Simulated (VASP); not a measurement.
Consider the following.

```xyz
4
Lattice="4.7463 -3.4685 0.0000 4.7463 3.4685 0.0000 -1.7227 0.0000 10.2507" Properties=species:S:1:pos:R:3 pbc="T T T"
Cs     2.3732     1.7343     0.0000
Cs     1.5118    -1.7343     5.1254
I      4.3156    -0.5661     2.5627
I      3.4543     0.5661     7.6880
```
Cell charge -0.5.

Computed with PBE GGA, VASP's PBE PAW potentials (set 64) (plane waves; VASP). Settings: NELECT = 32.5, 400 eV cut-off, 4×4×2 Γ-centred mesh, Gaussian smearing of 0.050 eV, potentials Cs_sv I.

The cell is charged, with a uniform compensating background. Unless said otherwise, spin-orbit coupling is left out, though it shifts the bands of the heavy elements here.

Problem. Predict the energy per atom (σ→0), band gap (on the k-mesh) with the smallest direct gap where there is one.

Solution. 
| Item | Result |
|---|---|
| band gap (on the k-mesh) | none (metal, semimetal or under 0.01 eV) |
| energy per atom (σ→0) | -2.412 eV/atom |

The structure was generated: CsI was put into the tenorite type (C2/c), which need not be its known phase. The cell was not relaxed at this level. The k-mesh is coarse (spacing up to 0.31 per Å, 2π included), so the numbers may not be converged in it. The run is one of a series of settings (NELECT = 32.5 against the base run), some of them coarse on purpose.
